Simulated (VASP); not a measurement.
# Band gap of KBr at several levels of theory, part 2 of 3

How does the band gap of KBr depend on the functional? The starting structure is a measured crystal structure from the Crystallography Open Database. Cell and atoms stay as given. Meshes and data sets differ where the inputs say so.

VASP 6.6.1.

Results so far: LDA 4.057 eV; PBE 4.453 eV; r2SCAN 5.098 eV.

## Step 6: Bands with LDA + spin-orbit coupling

Level of this step: LDA, spin-orbit coupling; plane waves and PAW (Br, K_sv) (VASP).

Spin-orbit coupling is switched on in this step.

INCAR reads:

```
SYSTEM = KBr
PREC = Accurate
ENCUT = 350
EDIFF = 1E-06
NELM = 100
ISMEAR = 0
SIGMA = 0.03
LREAL = .FALSE.
ALGO = Normal
GGA = CA
LNONCOLLINEAR = .TRUE.
MAGMOM = 0 0 0 0 0 0
NBANDS = 28
GGA_COMPAT = .FALSE.
LASPH = .TRUE.
LSORBIT = .TRUE.
LORBIT = 11
LWAVE = .FALSE.
LCHARG = .FALSE.
KPAR = 4
```

POSCAR reads:

```
KBr
1.0
    0.0000000000      3.2923500000      3.2923500000
    3.2923500000      0.0000000000      3.2923500000
    3.2923500000      3.2923500000      0.0000000000
Br K
1 1
Direct
    0.5000000000      0.5000000000      0.5000000000
    0.0000000000      0.0000000000      0.0000000000
```

KPOINTS reads:

```
Automatic mesh
0
Gamma
6 6 6
0 0 0
```

KPOINTS_OPT reads:

```
Line mode
10
Line-mode
Reciprocal
  0.00000000   0.00000000   0.00000000 GAMMA
  0.50000000   0.00000000   0.50000000 X

  0.50000000   0.00000000   0.50000000 X
  0.50000000   0.25000000   0.75000000 W

  0.50000000   0.25000000   0.75000000 W
  0.37500000   0.37500000   0.75000000 K

  0.37500000   0.37500000   0.75000000 K
  0.00000000   0.00000000   0.00000000 GAMMA

  0.00000000   0.00000000   0.00000000 GAMMA
  0.50000000   0.50000000   0.50000000 L

  0.50000000   0.50000000   0.50000000 L
  0.62500000   0.25000000   0.62500000 U

  0.62500000   0.25000000   0.62500000 U
  0.50000000   0.25000000   0.75000000 W

  0.50000000   0.25000000   0.75000000 W
  0.50000000   0.50000000   0.50000000 L

  0.50000000   0.50000000   0.50000000 L
  0.37500000   0.37500000   0.75000000 K

  0.62500000   0.25000000   0.62500000 U
  0.50000000   0.00000000   0.50000000 X
```

Potentials, in the order of the species: Br and K_sv (LDA family, release 64).

On the command line:

```
> mpirun -np 4 vasp_ncl
```

The log of the run:

```text
[... set-up lines as in an earlier step ...]
 entering main loop
       N       E                     dE             d eps       ncg     rms          rms(c)
DAV:   1     0.914578542163E+02    0.91458E+02   -0.54201E+03   896   0.734E+02
DAV:   2     0.389962096671E+00   -0.91068E+02   -0.86246E+02  1092   0.237E+02
DAV:   3    -0.684533928391E+01   -0.72353E+01   -0.72002E+01  1452   0.568E+01
DAV:   4    -0.701891586288E+01   -0.17358E+00   -0.17302E+00  1304   0.836E+00
[...]
DAV:  10    -0.683353042692E+01   -0.12203E-04   -0.15796E-04  1232   0.791E-02    0.389E-02
DAV:  11    -0.683356898106E+01   -0.38554E-04   -0.23920E-05  1028   0.347E-02    0.143E-02
DAV:  12    -0.683356937286E+01   -0.39180E-06   -0.16261E-06  1160   0.843E-03
   1 F= -.68335694E+01 E0= -.68335694E+01  d E =-.388099E-13  mag=     0.0000     0.0000     0.0000
 Start KPOINTS_OPT (optional k-point list driver)
k-point batch [1-16\100]
       N       E                     dE             ncg
DAV:   1    -0.134420584488E+04   -0.55853E+04      904
DAV:   2    -0.273781812058E+04   -0.13936E+04     1068
DAV:   3    -0.285591619008E+04   -0.11810E+03     1472
DAV:   4    -0.285847231125E+04   -0.25561E+01     1208
DAV:   5    -0.285855492115E+04   -0.82610E-01     1344
DAV:   6    -0.285855655505E+04   -0.16339E-02     1248
DAV:   7    -0.285855660482E+04   -0.49772E-04     1360
DAV:   8    -0.285855660532E+04   -0.49589E-06      900
[...]
k-point batch [97-100\100]
       N       E                     dE             ncg
DAV:   1     0.435873019403E+04   -0.19150E+04      224
DAV:   2     0.402027159379E+04   -0.33846E+03      264
DAV:   3     0.399308653642E+04   -0.27185E+02      384
DAV:   4     0.399257050027E+04   -0.51604E+00      304
DAV:   5     0.399255543150E+04   -0.15069E-01      352
DAV:   6     0.399255476153E+04   -0.66997E-03      328
DAV:   7     0.399255475572E+04   -0.58091E-05      352
DAV:   8     0.399255475563E+04   -0.92265E-07      240
```

The job ended after 38 s (4 MPI ranks of Intel Xeon Platinum 8375C at 2.90GHz (Ice Lake), shared host; peak memory 0.86 GiB; 2.4 min of CPU time).

From OUTCAR (step 6):

```text
  Total       -0.6988843     -0.6988843     -0.6988843     -0.0000000      0.0000000      0.0000000
  in kB      -15.6880112    -15.6880112    -15.6880112     -0.0000000      0.0000000      0.0000000
  external PRESSURE =     -15.6880112 kB  Pullay stress =       0.0000000 kB

 POSITION                                       TOTAL-FORCE (eV/Angst)
 -----------------------------------------------------------------------------------
      3.29235      3.29235      3.29235         0.000000      0.000000      0.000000
      0.00000      0.00000      0.00000        -0.000000     -0.000000     -0.000000
 -----------------------------------------------------------------------------------
    total drift:                                0.000000      0.000000      0.000000

  FREE ENERGIE OF THE ION-ELECTRON SYSTEM (eV)
  ---------------------------------------------------
  free  energy   TOTEN  =        -6.8335693729 eV

  energy  without entropy=       -6.8335693729  energy(sigma->0) =       -6.83356937

 magnetization (x)
# of ion       s       p       d       tot
------------------------------------------
    1       -0.000   0.000  -0.000  -0.000
    2       -0.000   0.000  -0.000  -0.000
--------------------------------------------------
tot         -0.000   0.000  -0.000  -0.000

 magnetization (y)
# of ion       s       p       d       tot
------------------------------------------
    1        0.000   0.000   0.000   0.000
    2        0.000   0.000   0.000   0.000
--------------------------------------------------
tot          0.000   0.000   0.000   0.000

 magnetization (z)
# of ion       s       p       d       tot
------------------------------------------
    1        0.000   0.000   0.000   0.000
    2        0.000   0.000  -0.000   0.000
--------------------------------------------------
tot          0.000   0.000  -0.000   0.000

[... 1 part as in an earlier step ...]

[... 2 further parts left out ...]
[key lines of the parts left out:]
E-fermi :  -1.5801
```

LDA + spin-orbit coupling gives a direct gap of 3.892 eV. The least gap is -0.164 eV from that of LDA.

## Step 7: Bands with r2SCAN + spin-orbit coupling

INCAR: that of step 6 with these lines changed.

```diff
@@ -9,3 +9,4 @@
 ALGO = Normal
-GGA = CA
+METAGGA = R2SCAN
+LASPH = .TRUE.
 LNONCOLLINEAR = .TRUE.
@@ -14,3 +15,2 @@
 GGA_COMPAT = .FALSE.
-LASPH = .TRUE.
 LSORBIT = .TRUE.
```

POSCAR is that of step 6.

KPOINTS is that of step 6.

KPOINTS_OPT is that of step 6.

The projector-augmented-wave data sets are Br and K_sv (PBE family, release 64).

On the command line:

```
> mpirun -np 4 vasp_ncl
```

The log of the run:

```text
[... set-up lines as in an earlier step ...]
 entering main loop
       N       E                     dE             d eps       ncg     rms          rms(c)
DAV:   1     0.705064149564E+02    0.70506E+02   -0.55642E+03   896   0.750E+02
DAV:   2    -0.197374486856E+02   -0.90244E+02   -0.85525E+02  1108   0.230E+02
DAV:   3    -0.268528393659E+02   -0.71154E+01   -0.70785E+01  1476   0.556E+01
DAV:   4    -0.270393961922E+02   -0.18656E+00   -0.18576E+00  1296   0.796E+00
[...]
DAV:  11    -0.232717415408E+02   -0.15243E-03   -0.11329E-04  1236   0.780E-02    0.203E-02
DAV:  12    -0.232717584560E+02   -0.16915E-04   -0.17909E-05   980   0.384E-02    0.730E-03
DAV:  13    -0.232717586138E+02   -0.15787E-06   -0.16566E-06  1244   0.697E-03
   1 F= -.23271759E+02 E0= -.23271759E+02  d E =-.592378E-15  mag=     0.0000     0.0000    -0.0000
 Start KPOINTS_OPT (optional k-point list driver)
k-point batch [1-16\100]
       N       E                     dE             ncg
DAV:   1    -0.148543620042E+04   -0.57265E+04      904
DAV:   2    -0.290579947795E+04   -0.14204E+04     1092
DAV:   3    -0.301911697522E+04   -0.11332E+03     1480
DAV:   4    -0.302129433774E+04   -0.21774E+01     1240
DAV:   5    -0.302134989652E+04   -0.55559E-01     1348
DAV:   6    -0.302135052301E+04   -0.62648E-03     1256
DAV:   7    -0.302135054615E+04   -0.23144E-04     1348
DAV:   8    -0.302135054631E+04   -0.15502E-06      896
[...]
k-point batch [97-100\100]
       N       E                     dE             ncg
DAV:   1     0.432444797376E+04   -0.19492E+04      224
DAV:   2     0.397866484013E+04   -0.34578E+03      272
DAV:   3     0.395236312754E+04   -0.26302E+02      384
DAV:   4     0.395191775403E+04   -0.44537E+00      320
DAV:   5     0.395191049046E+04   -0.72636E-02      336
DAV:   6     0.395191041257E+04   -0.77889E-04      336
DAV:   7     0.395191041061E+04   -0.19617E-05      336
DAV:   8     0.395191041059E+04   -0.10779E-07      240
```

It took 2.9 min on 4 MPI ranks; peak memory 1.1 GiB; 12 min of CPU time.

From OUTCAR (step 7):

```text
  Total        0.0520871      0.0520871      0.0520871      0.0000000      0.0000000     -0.0000000
  in kB        1.1692117      1.1692117      1.1692117      0.0000000      0.0000000     -0.0000000
  external PRESSURE =       1.1692117 kB  Pullay stress =       0.0000000 kB

 POSITION                                       TOTAL-FORCE (eV/Angst)
 -----------------------------------------------------------------------------------
      3.29235      3.29235      3.29235         0.000000      0.000000     -0.000000
      0.00000      0.00000      0.00000        -0.000000     -0.000000      0.000000
 -----------------------------------------------------------------------------------
    total drift:                                0.000000      0.000000      0.000000

  FREE ENERGIE OF THE ION-ELECTRON SYSTEM (eV)
  ---------------------------------------------------
  free  energy   TOTEN  =       -23.2717586138 eV

  energy  without entropy=      -23.2717586138  energy(sigma->0) =      -23.27175861

 magnetization (x)
# of ion       s       p       d       tot
------------------------------------------
    1        0.000  -0.000  -0.000  -0.000
    2        0.000   0.000  -0.000  -0.000
--------------------------------------------------
tot          0.000  -0.000  -0.000  -0.000

 magnetization (y)
# of ion       s       p       d       tot
------------------------------------------
    1       -0.000  -0.000   0.000  -0.000
    2        0.000   0.000   0.000   0.000
--------------------------------------------------
tot          0.000  -0.000   0.000   0.000

 magnetization (z)
# of ion       s       p       d       tot
------------------------------------------
    1       -0.000   0.000  -0.000  -0.000
    2        0.000  -0.000  -0.000  -0.000
--------------------------------------------------
tot         -0.000  -0.000  -0.000  -0.000

[... 2 parts as in an earlier step ...]

[... 1 further part left out ...]
[key lines of the parts left out:]
E-fermi :  -1.8070
```

r2SCAN + spin-orbit coupling gives a direct gap of 4.939 eV. The least gap is -0.160 eV from that of r2SCAN.

## Step 8: Bands with TB-mBJ + spin-orbit coupling

INCAR: that of step 7 with these lines changed.

```diff
@@ -4,3 +4,3 @@
 EDIFF = 1E-06
-NELM = 100
+NELM = 150
 ISMEAR = 0
@@ -9,3 +9,3 @@
 ALGO = Normal
-METAGGA = R2SCAN
+METAGGA = MBJ
 LASPH = .TRUE.
```

POSCAR is that of step 7.

KPOINTS is that of step 7.

KPOINTS_OPT is that of step 7.

On the command line:

```
> mpirun -np 4 vasp_ncl
```

The log of the run:

```text
[... set-up lines as in an earlier step ...]
 entering main loop
       N       E                     dE             d eps       ncg     rms          rms(c)
DAV:   1     0.273829565854E+03    0.27383E+03   -0.54456E+03   896   0.732E+02
DAV:   2     0.184535744633E+03   -0.89294E+02   -0.84708E+02  1112   0.223E+02
DAV:   3     0.177029453429E+03   -0.75063E+01   -0.74532E+01  1484   0.544E+01
DAV:   4     0.176770869704E+03   -0.25858E+00   -0.25650E+00  1296   0.837E+00
[...]
DAV:  53     0.137907284531E+03    0.35147E+03   -0.24561E+03  1040   0.263E+02    0.146E+02
DAV:  54     0.143177122950E+03    0.52698E+01   -0.67705E+02  1124   0.143E+02    0.165E+02
DAV:  55     0.179523895155E+03    0.36347E+02   -0.23316E+02  1036   0.118E+02    0.155E+02
 -----------------------------------------------------------------------------
|                                                                             |
|     EEEEEEE  RRRRRR   RRRRRR   OOOOOOO  RRRRRR      ###     ###     ###     |
|     E        R     R  R     R  O     O  R     R     ###     ###     ###     |
|     E        R     R  R     R  O     O  R     R     ###     ###     ###     |
|     EEEEE    RRRRRR   RRRRRR   O     O  RRRRRR       #       #       #      |
|     E        R   R    R   R    O     O  R   R                               |
|     E        R    R   R    R   O     O  R    R      ###     ###     ###     |
|     EEEEEEE  R     R  R     R  OOOOOOO  R     R     ###     ###     ###     |
|                                                                             |
|     EDDAV: Call to ZHEGV failed. Returncode = 7 1 8                         |
|                                                                             |
|       ---->  I REFUSE TO CONTINUE WITH THIS SICK JOB ... BYE!!! <----       |
|                                                                             |
 -----------------------------------------------------------------------------

1
1
1
1
```

Wall time 2.5 min (4 MPI ranks).

VASP stopped with this message: “EDDAV: Call to ZHEGV failed”.

## Step 9: Bands with HSE06

HSE06 mixes in a quarter of exact exchange at short range, at far higher cost; in semiconductors this cures much of the gap error, while metals seldom gain. This run uses a 4×4×4 mesh. Its starting orbitals come from a semilocal run on the same mesh, not shown.

INCAR reads:

```
SYSTEM = KBr
PREC = Accurate
ENCUT = 350
EDIFF = 1E-06
NELM = 100
ISMEAR = 0
SIGMA = 0.03
LREAL = .FALSE.
ALGO = Normal
LHFCALC = .TRUE.
AEXX = 0.25
GGA = PE
HFSCREEN = 0.2
LASPH = .TRUE.
NBANDS = 14
PRECFOCK = Fast
LORBIT = 11
LWAVE = .FALSE.
LCHARG = .FALSE.
KPAR = 4
```

POSCAR is that of step 8.

KPOINTS reads:

```
Automatic mesh
0
Gamma
4 4 4
0 0 0
```

KPOINTS_OPT is that of step 8.

On the command line:

```
> mpirun -np 4 vasp_std
```

The log of the run:

```text
[banner, memory and clock lines left out]
running    4 mpi-ranks, on    1 nodes
[...]
LDA part: xc-table for (Slater+PW92), standard interpolation
 found WAVECAR, reading the header
 POSCAR, INCAR and KPOINTS ok, starting setup
[...]
reading WAVECAR
 the WAVECAR file was read successfully
 initial charge from wavefunction
 entering main loop
       N       E                     dE             d eps       ncg     rms          rms(c)
DAV:   1    -0.717984393734E+01   -0.71798E+01   -0.62364E-01   248   0.745E+00    0.212E+00
DAV:   2    -0.718542221491E+01   -0.55783E-02   -0.17732E-02   302   0.930E-01    0.144E+00
DAV:   3    -0.718306916744E+01    0.23530E-02   -0.20992E-03   286   0.291E-01    0.885E-01
DAV:   4    -0.718258254399E+01    0.48662E-03   -0.78578E-04   266   0.170E-01    0.542E-01
DAV:   5    -0.718250126462E+01    0.81279E-04   -0.14988E-04   290   0.790E-02    0.330E-01
DAV:   6    -0.718248404815E+01    0.17216E-04   -0.29766E-05   286   0.401E-02    0.198E-01
DAV:   7    -0.718248344885E+01    0.59930E-06   -0.96613E-06   274   0.241E-02
   1 F= -.71824834E+01 E0= -.71824834E+01  d E =-.583629E-11
 Start KPOINTS_OPT (optional k-point list driver)
k-point batch [1-8\100]
       N       E                     dE             ncg
DAV:   1    -0.812926917582E+03   -0.19026E+04      224
DAV:   2    -0.155418614388E+04   -0.74126E+03      278
DAV:   3    -0.161500789913E+04   -0.60822E+02      274
DAV:   4    -0.161713442241E+04   -0.21265E+01      330
DAV:   5    -0.161718247443E+04   -0.48052E-01      288
DAV:   6    -0.161718355316E+04   -0.10787E-02      320
DAV:   7    -0.161718357676E+04   -0.23603E-04      288
DAV:   8    -0.161718357701E+04   -0.25328E-06      202
[...]
k-point batch [97-100\100]
       N       E                     dE             ncg
DAV:   1     0.119888628461E+04   -0.21027E+04      112
DAV:   2     0.850795080818E+03   -0.34809E+03      130
DAV:   3     0.823621786581E+03   -0.27173E+02      160
DAV:   4     0.822423698287E+03   -0.11981E+01      180
DAV:   5     0.822401947273E+03   -0.21751E-01      148
DAV:   6     0.822401551924E+03   -0.39535E-03      168
DAV:   7     0.822401544490E+03   -0.74344E-05      136
DAV:   8     0.822401544446E+03   -0.44121E-07       98
```

Run time: 4.8 min. Hardware: 4 MPI ranks; peak memory 1.1 GiB.

Parts of OUTCAR (step 9):

```text
  FREE ENERGIE OF THE ION-ELECTRON SYSTEM (eV)
  ---------------------------------------------------
  free  energy   TOTEN  =        -7.1824834488 eV

  energy  without entropy=       -7.1824834488  energy(sigma->0) =       -7.18248345

[... 2 parts as in an earlier step ...]

[... 2 further parts left out ...]
[key lines of the parts left out:]
E-fermi :  -2.4731
```

HSE06 gives a direct gap of 5.638 eV. The least gap is +1.581 eV from that of LDA, on another mesh, which alone can move a gap by some hundredths of an eV.

(Continued in part 3 of 3.)

[Lines on the potential files, build, host, timing and source positions are cut from VASP's logs without a mark.]

[Logs are printed without paths, hosts, clocks, repeated set-up lines and the standing remarks that a program may print on its own settings, such as how far it seeks lower states.]

[Hosts, paths, dates, database ids (printed as entryN), source tags and the programs' standing remarks are cut or masked in the printed files.]
